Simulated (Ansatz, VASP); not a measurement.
# Cross-check of WS2 (Tungstenite) between VASP and Ansatz, part 3 of 3

One calculation is typed for both programs; each brings its own data sets. How far apart do they land? The cell is taken from a series of runs on this material, whose earlier steps may have relaxed, scaled, displaced or heated it; both programs get it as it stands.

VASP 6.6.1 and Ansatz 0.2.0.

So far: The structure; VASP: zone-centre phonons, PBE.

## Step 3: Ansatz: zone-centre phonons, PBE

Level of this step: Ansatz beside VASP: Kohn-Sham DFT, plane waves, PBE (Ansatz).

Ansatz runs on its default PAW (the set named soft_2) files.

The same cell, functional and mesh now go to Ansatz, which takes its cutoff from its data sets.

Contents of input.yaml:

```yaml
crystal:
  lattice:
    - [3.1876929207, 0.0, 0.0]
    - [-1.5938464603, 2.7606230488, 0.0]
    - [0.0, 0.0, 14.8569384015]
  atoms:
    - { symbol: W, position: [0.3333333333, 0.6666666667, 0.25] }
    - { symbol: W, position: [0.6666666667, 0.3333333333, 0.75] }
    - { symbol: S, position: [0.3333333333, 0.6666666667, 0.6442487999] }
    - { symbol: S, position: [0.6666666667, 0.3333333333, 0.1442487999] }
    - { symbol: S, position: [0.3333333333, 0.6666666667, 0.8557512001] }
    - { symbol: S, position: [0.6666666667, 0.3333333333, 0.3557512001] }
kpoints:
  mp_grid: { grid: [9, 9, 2] }
hamiltonian:
  xc: pbe
scf:
  occupations: { method: fixed }
output:
  eigenvalues: true
phonons:
  method: dfpt
  dielectric: true
  rigid_motions: translations
```

Started as:

```bash
$ ansatz run input.yaml --threads 8 --pin off --max-ram 14336MiB --backend cpu --events-out ev --progress --plain --runs-dir out
```

Numbers of over 12 decimals in the logs are rounded to 6 here.

The program printed:

```text
Engine: ansatz 0.2.0, x86_64-unknown-linux-gnu
Pseudopotentials: kind: paw
Pseudopotential: W, paw, valence charge 14, recommended cutoff 420 eV (normal), W.paw.azcp
Pseudopotential: S, paw, valence charge 6, recommended cutoff 420 eV (normal), S.paw.azcp
Functional definition: PBE
  parameter kappa = 0.804
  parameter beta = 0.066725
  exchange = pbe_x(kappa = kappa, mu = beta*pi^2/3)
  correlation = pbe_c(beta = beta)
Crystal: 6 atoms, lattice volume = 130.741 Å³
Basis set: ecut = 420 eV, 2593 PW (Γ), exchange–correlation on 48×48×200 points (8 copies of the dense FFT grid, shifted against one another)
Bands: 32, of which v1, the nominal top of the filled ones, is band 26 counted from 1 (25 counted from 0)
Symmetry: 24 space group operations
k-points: 50 of 162 (irreducible under 2 space group operations, time reversal used)
Non-local potential: W, projectors of the file, l = 0: 3, l = 1: 2, l = 2: 2, l = 3: 1
Non-local potential: S, projectors of the file, l = 0: 2, l = 1: 2, l = 2: 2
PAW form: soft (Blöchl's): semilocal exchange-correlation on the pseudo side does not see the compensation charge
PAW one-centre angular grid: W, 590 points (default); XC on 64 Gauss nodes
PAW one-centre angular grid: S, 110 points (default); XC on 64 Gauss nodes
Initial density: superposition of atomic densities (neutral atoms: chi_scale 0, normalization atom), corrected by the library's trained network
Initial wavefunctions: pseudopotential atomic-orbital guess
Functional: x = pbe(κ = 0.804, μ = 0.219515), c = pbe(β = 0.066725)
SCF iter   1: F=—  HF=-24382.878089 eV  |F-HF|=—  |Δ(HF+E_count)|=         —  Δρ=5.30e-3  dr2=5.28e-2  ethr=1.77e-3  ⟨swp⟩=5.5  Hψ=6776  notcnv=0  defer=153
preconditioner: auto → Resta (q_TF=auto, 2.340 Å⁻¹)  ε∞=6.5  [insulator: Δε(μ)=1.575 eV  Ē_g=8.276 eV  n_scr=28 (ndim 8)  ℏωp=19.5 eV  f_vac=0.186  ε∞_Penn≈6.5]
SCF iter   2: F=—  HF=-24382.878242 eV  |F-HF|=—  |Δ(HF+E_count)|=   1.53e-4  Δρ=2.68e-3  dr2=4.76e-3  ethr=1.01e-4  ⟨swp⟩=2.2  Hψ=2495  notcnv=0  defer=194
SCF iter   3: F=—  HF=-24382.881347 eV  |F-HF|=—  |Δ(HF+E_count)|=   3.10e-3  Δρ=1.33e-3  dr2=1.59e-3  ethr=9.16e-6  ⟨swp⟩=2.1  Hψ=2292  notcnv=0  defer=194
SCF iter   4: F=—  HF=-24382.882608 eV  |F-HF|=—  |Δ(HF+E_count)|=   1.26e-3  Δρ=1.54e-4  dr2=7.10e-5  ethr=3.07e-6  ⟨swp⟩=2.0  Hψ=2338  notcnv=0  defer=194
SCF iter   5: F=—  HF=-24382.882626 eV  |F-HF|=—  |Δ(HF+E_count)|=   1.77e-5  Δρ=5.29e-5  dr2=1.10e-5  ethr=1.37e-7  ⟨swp⟩=2.0  Hψ=2383  notcnv=0  defer=152
SCF iter   6: F=—  HF=-24382.882633 eV  |F-HF|=—  |Δ(HF+E_count)|=   7.50e-6  Δρ=1.44e-5  dr2=4.41e-7  ethr=2.11e-8  ⟨swp⟩=2.0  Hψ=2211  notcnv=0  defer=99
SCF iter   7: F=—  HF=-24382.882633 eV  |F-HF|=—  |Δ(HF+E_count)|=   7.95e-7  Δρ=4.22e-6  dr2=3.49e-8  ethr=8.48e-10  ⟨swp⟩=2.0  Hψ=2361  notcnv=0  defer=95
SCF iter   8: F=—  HF=-24382.882633 eV  |F-HF|=—  |Δ(HF+E_count)|=   6.50e-8  Δρ=9.05e-7  dr2=1.09e-9  ethr=6.71e-11  ⟨swp⟩=2.3  Hψ=2565  notcnv=0  defer=95
SCF iter   9: F=-24382.882633 eV  HF=-24382.882633 eV  |F-HF|=6.18e-11  |Δ(HF+E_count)|=   1.96e-9  Δρ=1.78e-7  dr2=4.79e-11  ethr=1.00e-12  ⟨swp⟩=15.4  Hψ=12044  notcnv=0
SCF 1 converged in 9 iterations: F = -24382.882633 eV  dr2 = 4.79e-11
  greatest PAW one-centre occupation: 1.000 electrons in one spin orbital (limit 2), on the W atom at site 1 (counted from 0), in its partial waves of l = 0
NSCF: frozen V_eff on 4 k-points
DFPT response loops at Γ: preconditioner auto → none (the input reference at scf.mixing.eps_inf says where Resta's filter doesn't serve); β = 0.50; Broyden in place of MSR1
── the response to a field inside a basis, on 10×10×2 k-points: an SCF that follows is theirs, and a resumed run solves both again ──
Bands: 27, of which v1, the nominal top of the filled ones, is band 26 counted from 1 (25 counted from 0)
k-points: 30 of 200 (irreducible under 8 space group operations)
Initial density: handed on by an earlier stage of this run
Initial wavefunctions: pseudopotential atomic-orbital guess (no wavefunctions were taken with the density)
Eigensolver: Dense (30 Hₖ)
SCF iter   1: F=—  HF=-24382.823659 eV  |F-HF|=—  |Δ(HF+E_count)|=         —  Δρ=2.24e-4  dr2=1.64e-5  ethr=1.00e-1
preconditioner: auto → Resta (q_TF=auto, 2.340 Å⁻¹)  ε∞=7.4  [insulator: Δε(μ)=1.758 eV  Ē_g=7.691 eV  n_scr=28 (ndim 8)  ℏωp=19.5 eV  f_vac=0.185  ε∞_Penn≈7.4]
SCF iter   2: F=—  HF=-24382.823672 eV  |F-HF|=—  |Δ(HF+E_count)|=   1.24e-5  Δρ=1.23e-4  dr2=5.28e-6  ethr=3.16e-8
SCF iter   3: F=—  HF=-24382.823677 eV  |F-HF|=—  |Δ(HF+E_count)|=   5.48e-6  Δρ=1.17e-5  dr2=4.00e-7  ethr=1.02e-8
SCF iter   4: F=-24382.823677 eV  HF=-24382.823677 eV  |F-HF|=1.17e-8  |Δ(HF+E_count)|=   3.49e-8  Δρ=5.33e-6  dr2=2.96e-8  ethr=7.69e-10
SCF 1 converged in 4 iterations: F = -24382.823677 eV  dr2 = 2.96e-8
  greatest PAW one-centre occupation: 0.999 electrons in one spin orbital (limit 2), on the W atom at site 1 (counted from 0), in its partial waves of l = 0
DFPT response loops at Γ: mixed as the last ones told, above
WARN: field response: ε∞ stands inside a basis, on 10×10×2 points; the force constants stand on the 9×9×2 k-mesh, whose period is 12.66 times the interband length at k = (0.3333, 0.3333, 0.0000), direct gap 1.796 eV, under 14: take them and everything formed from them as unconverged, and compare with a denser kpoints.mp_grid
SCF converged after 9 iterations
Free energy (F): -24382.882633 eV
Harris-Foulkes:  -24382.882633 eV  (|F-HF|=6.18e-11)
Internal energy: -24382.882633 eV  (E = F + TS)
E sigma→0 (E₀):  -24382.882633 eV
Fermi energy:    8.153783 eV
--- Per-component energies (eV) ---
  E_band       = -532.769468
  E_kinetic    = 1329.991603
  E_local      = -5407.434605  (includes V_loc(G=0)·N_el)
  E_nonlocal   = 114.493544
  E_hartree    = 2264.431192
  E_xc         = -923.281624
  E_vxc        = -828.640974  (∫ρ·V_xc dr)
  E_paw        = -19526.113173  (= ΣΔE_a)
  E_vpaw       = -270.041072  (= ΣTr[D̂ρ^β])
  E_aug_tail   = -0.000120  (compensation charges beyond the density's cutoff)
  E_ewald      = -2234.969451
  E_smearing   = -0.000000  (= −TS)
  E_closure    = -0.000000  (closes the sum)
  Σ components = -24382.882633   (vs F -24382.882633, Δ=0.00e0)
--- Band table (eV; the first three rows and the last of 50) ---
  k-point 0: bands = [... 22 lower, 6.3586, 6.3586, 7.7383, 8.1538, 10.8453, 10.8453, 10.8461, 10.8461, ... 2 higher]
  k-point 1: bands = [... 22 lower, 6.3575, 6.3575, 7.9745, 7.9745, 10.8456, 10.8456, 10.8456, 10.8456, ... 2 higher]
  k-point 2: bands = [... 22 lower, 6.4975, 6.7438, 7.6778, 7.9656, 10.4848, 10.6909, 10.6911, 10.7538, ... 2 higher]
  k-point 49: bands = [... 22 lower, 6.2808, 6.2808, 7.2091, 7.2091, 10.2649, 10.2649, 11.0624, 11.0624, ... 2 higher]
--- Phonons (Γ-DFPT): 4 representative perturbations + reference, on 50 of 162 k-points (Σ response iterations 13) ---
  k mesh reduced under 2 symmetry operations, with k and −k counted as one. Each operation leaves every solved perturbation unchanged. A smaller set is not considered because the run solves the response to a homogeneous field
  ASR residual: 1.682e-4 → 0.000e0 eV/Å²; symmetrization residual: 1.381e-5 eV/Å²
  ASR residual per site (eV/Å²): 1.68e-4 1.68e-4 1.52e-4 1.52e-4 1.52e-4 1.52e-4
  Γ frequencies (cm⁻¹): 0.00 0.00 0.00 3.37 3.37 7.40 286.52 286.52 286.55 286.55 344.23 344.23 344.25 344.25 406.59 406.72 425.41 425.69
  ε∞ (high-frequency dielectric tensor):
       11.629964    -0.000000     0.000000
       -0.000000    11.629964     0.000000
        0.000000     0.000000     3.251797
  ε⁰ (static dielectric tensor: ions relaxed, cell fixed):
       11.663406    -0.000000    -0.000000
       -0.000000    11.663406    -0.000000
       -0.000000    -0.000000     3.254262
  ε⁰ − ε∞ (ionic part):
        0.033442     0.000000    -0.000000
        0.000000     0.033442    -0.000000
       -0.000000    -0.000000     0.002465
  softest optical mode at Γ: 3.37 cm⁻¹; the repairs (sum rule, projections) moved no ω² at Γ by more than (1.84 cm⁻¹)²
  Born effective charges Z* (e; rows j = field, columns β = displacement):
    site 0:
        -0.50026   -0.00000    0.00000
        -0.00000   -0.50026    0.00000
         0.00000    0.00000   -0.16784
    site 1:
        -0.50026   -0.00000    0.00000
        -0.00000   -0.50026    0.00000
         0.00000    0.00000   -0.16784
    site 2:
         0.25013    0.00000   -0.00000
         0.00000    0.25013    0.00000
        -0.00000    0.00000    0.08392
    site 3:
         0.25013    0.00000    0.00000
         0.00000    0.25013   -0.00000
         0.00000   -0.00000    0.08392
    site 4:
         0.25013    0.00000    0.00000
        -0.00000    0.25013   -0.00000
         0.00000   -0.00000    0.08392
    site 5:
[...]
Z* charge neutrality: 4.748e-3 e pre-enforcement
  solved inside a basis spanned on kpoints, on 10×10×2 k-points, its susceptibility summed on 20×20×4: ε∞ is read to err by 5.5e-2, Z* by 1.6e-2 e (field_mesh: kpoints solves on kpoints); Z* is corrected for what the basis lacks
  optical modes at Γ without the LO–TO term, one row a degenerate level:
      ω (cm⁻¹)  modes    IR ((D/Å)²/amu)
[...]
optical modes at Γ + LO–TO along q̂ = [1.0000, 0.0000, 0.0000]:
      ω (cm⁻¹)  modes    IR ((D/Å)²/amu)
[...]
optical modes at Γ + LO–TO along q̂ = [0.0000, 1.0000, 0.0000]:
      ω (cm⁻¹)  modes    IR ((D/Å)²/amu)
[...]
optical modes at Γ + LO–TO along q̂ = [0.0000, 0.0000, 1.0000]:
      ω (cm⁻¹)  modes    IR ((D/Å)²/amu)
[...]
286.52      2             0.0000
        286.55      2             0.0000
        344.23      2             0.4858
        344.25      2             0.0000
        406.59      1             0.0000
        406.72      1             0.0000
        425.57      1             0.0273
        425.69      1             0.0000
```

## Step 4: Side by side

Known differences besides the potentials themselves: fixed occupations in Ansatz, narrow Gaussian smearing in VASP; VASP's response is taken on the typed mesh, Ansatz refines its own for the field response alone; the data sets hold 52 valence electrons in Ansatz (on its default PAW (the set named soft_2) files) and 36 in VASP; the cutoff is 420 eV in Ansatz and 600 eV in VASP. Total energies have different zeros and are not compared.

Both answers:

| quantity | Ansatz | VASP | difference |
| --- | --- | --- | --- |
| ε∞ xx | 11.63 | 11.70 | -0.64 % |
| ε∞ yy | 11.63 | 11.70 | -0.64 % |
| ε∞ zz | 3.25 | 3.25 | -0.02 % |
| Born charge of W1 (mean of the diagonal) (e) | -0.39 | -0.41 | +0.02 |
| Born charge of S3 (mean of the diagonal) (e) | 0.19 | 0.20 | -0.01 |
| optical mode 1 to 2 (cm⁻¹) | 3.4 | 1.3 | +2.1 |
| optical mode 3 (cm⁻¹) | 7.4 | 10.0 | -2.6 |
| optical mode 4 to 7 (cm⁻¹) | 286.5 | 287.7 | -0.40 % |
| optical mode 8 to 11 (cm⁻¹) | 344.2 | 345.5 | -0.36 % |
| optical mode 12 (cm⁻¹) | 406.6 | 409.6 | -0.73 % |
| optical mode 13 (cm⁻¹) | 406.7 | 412.9 | -1.49 % |
| optical mode 14 (cm⁻¹) | 425.4 | 426.3 | -0.21 % |
| optical mode 15 (cm⁻¹) | 425.7 | 426.7 | -0.23 % |

Modes are paired by rising frequency, not by their patterns, so a pair may set unlike modes beside each other; they are those without the splitting of longitudinal modes.

## Step 5: Results

```yaml
r_m_s_difference_of_the_optical_zone_centre_modes_each_program_s_sorted_by_frequency_zone_centre_phonons_pbe: 2.2 cm⁻¹
difference_in_optical_mode_13_zone_centre_phonons_pbe: -1.5 %
```

In words: The r.m.s. difference of the optical zone-centre modes, each program's sorted by frequency is 2.2 cm⁻¹ (zone-centre phonons, PBE). The data sets hold unlike numbers of valence electrons (52 in Ansatz and 36 in VASP), so part of the differences comes from the potentials. Among the rows given in per cent, the largest difference of the zone-centre phonons, PBE pair is in optical mode 13, -1.5 %. Such differences can come from data sets, numerical settings and the points named under the comparisons, not from the functional's error against experiment.

[Lines on the potential files, build, host, timing and source positions are cut from VASP's logs without a mark.]

[Logs are printed without paths, hosts, clocks, repeated set-up lines and the standing remarks that a program may print on its own settings, such as how far it seeks lower states.]

[Hosts, paths, dates, database ids (printed as entryN), source tags and the programs' standing remarks are cut or masked in the printed files.]
